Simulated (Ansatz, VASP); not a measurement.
# Two plane-wave programs on ZnGaN

```xyz
3
Lattice="3.6804 0.0000 0.0000 -1.8402 3.1873 0.0000 0.0000 0.0000 4.4203" Properties=species:S:1:pos:R:3 pbc="T T T"
Zn    1.8402    1.0624    2.2102
Ga    0.0000    2.1249    2.2102
N     0.0000    0.0000    0.0000
```

Change from the starting cell: species swapped into the BaAlGe type (P-6m2, No. 187).

Alike in both runs: task single point; functional PBE; k mesh 6 × 6 × 4; occupations gaussian, width 0.1 eV; no spin polarisation.

```csv
,VASP,Ansatz
version,VASP 6.6.1,Ansatz 0.2.0
potentials or method,"VASP PAW PBE potentials, release 64 (Zn, Ga_d, N)","scalar-relativistic, plane waves, PAW"
plane-wave cutoff (eV),520,420
valence electrons in the cell,30,30
```

Ansatz gave:

| Property | Result |
| --- | --- |
| gap on the k mesh at the Fermi level (eV) | none |
| pressure (GPa) | 11.6 |
| largest component of the traceless stress (GPa) | 36.30 |

**Question.** What did VASP give for the same quantities?

**Answer.** gap on the k mesh at the Fermi level (eV): none; pressure (GPa): 11.9; largest component of the traceless stress (GPa): 36.60.

A gap of «none» marks a metal or a gap that the smearing closes.
